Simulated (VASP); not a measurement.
Consider the following.

```
PbSe
1.0
    0.00000     3.14906     3.14906
    3.14906     0.00000     3.14906
    3.14906     3.14906     0.00000
Pb Se
1 1
Cartesian
  0.00000   0.00000   0.00000
  3.14906   3.14906   3.14906
```

The numbers are results of r2SCAN meta-GGA, VASP's PBE PAW potentials (set 64) (plane waves; VASP), not measurements. Numerical set-up: 520 eV cut-off, 7×7×7 Γ-centred mesh, Gaussian smearing of 0.050 eV, potentials Pb_d Se.

### Question
Predict the energy per atom (σ→0), pressure.

### Answer

energy per atom (σ→0): -35.955 eV/atom
pressure: -2.64 GPa

The absolute energy has meaning only against runs of the same code, potentials and settings.

The compound is PbSe in the rock salt structure. This cell is one point of a volume scan, at 1.06 of the reference volume.
